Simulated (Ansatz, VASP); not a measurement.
ZnRe: VASP beside Ansatz

```
Zn Re
1.0
     2.74822    0.00000    0.00000
    -1.37411    2.38003    0.00000
     0.00000    0.00000    4.49407
Zn Re
1 1
Direct
  0.00000 0.00000 0.00000
  0.33333 0.66667 0.50000
```

The cell comes from a database or a generator and needn't be the stable form of this composition.

Alike in both runs: task single point; functional PBEsol; k mesh 14 × 14 × 8; no spin polarisation.

|  | VASP | Ansatz |
| --- | --- | --- |
| version | VASP 6.6.1 | Ansatz 0.2.0 |
| potentials or method | VASP PAW PBE potentials, release 64 (Zn, Re) | plane waves, PAW |
| plane-wave cutoff (eV) | 520 | 490 |
| occupations | fermi-dirac, width 0.1 eV | fermi-dirac |
| valence electrons in the cell | 19 | 27 |

Ansatz gave:

```
pressure (GPa)                                  : -9.1
largest component of the traceless stress (GPa) : 0.29
```

Task: What did VASP give for the same quantities?

Result: Pressure (GPa): -9.0; largest component of the traceless stress (GPa): 0.04.

The two sets of potentials don't hold the same shells in valence.

Caveats: the PAW data sets were made with another functional, which shifts forces and pressure a little (VASP). Spin-orbit coupling is left out, which matters for the levels of Re.
